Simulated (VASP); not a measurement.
Crystal: Ge4N.

```xyz
5
Lattice="5.3605 0.0000 0.0000 -2.6803 4.6424 0.0000 0.0000 0.0000 4.0926" Properties=species:S:1:pos:R:3 pbc="T T T"
Ge    2.6803    0.0000    2.0463
Ge   -1.3401    2.3212    2.0463
Ge    1.3401    2.3212    2.0463
Ge    0.0000    0.0000    0.0000
N     0.0000    0.0000    2.0463
```

The cell was built by a generator and needn't be a form met in nature.

The cell isn't the ideal one: random cell by space group and Wyckoff sites (P6/mmm, No. 191).

| Quantity | Value |
| --- | --- |
| Program | VASP 6.6.1 |
| Task | relaxation of cell and atoms |
| Functional | PBE |
| Potentials or basis | VASP PAW PBE potentials, release 64 (Ge_d, N) |
| Cutoff | 600 eV |
| k mesh | 9 × 9 × 10 |
| Occupations | gaussian, width 0.1 eV |
| Spin | no spin polarisation |

At the start: pressure -0.2 GPa; volume 20.37 Å³/atom.

Question: How do energy, volume and symmetry change on relaxing?

Answer: Over 6 steps the energy falls by 10.1 meV/atom and the volume is 20.12 Å³/atom (-1.2 %); space group P6/mmm (No. 191, to 0.05 Å).

Step by step:
| step | energy change (eV) | largest force (eV/Å) | pressure (GPa) | volume (Å³) |
| --- | --- | --- | --- | --- |
| 1 | 0.0000 | 0.0000 | -0.20 | 101.85 |
| 2 | -0.0399 | 0.0000 | -0.24 | 101.44 |
| 3 | -0.0498 | 0.0000 | -0.26 | 101.13 |
| 4 | -0.0503 | 0.0000 | -0.22 | 101.05 |
| 5 | -0.0503 | 0.0000 | -0.20 | 101.04 |
| 6 | -0.0506 | 0.0000 | 0.06 | 100.60 |

Final structure:
```
Ge N
1.0
     5.43251    0.00000    0.00000
    -2.71625    4.70469    0.00000
     0.00000    0.00000    3.93609
Ge N
4 1
Direct
  0.50000 0.00000 0.50000
  0.00000 0.50000 0.50000
  0.50000 0.50000 0.50000
  0.00000 0.00000 0.00000
  0.00000 0.00000 0.50000
```
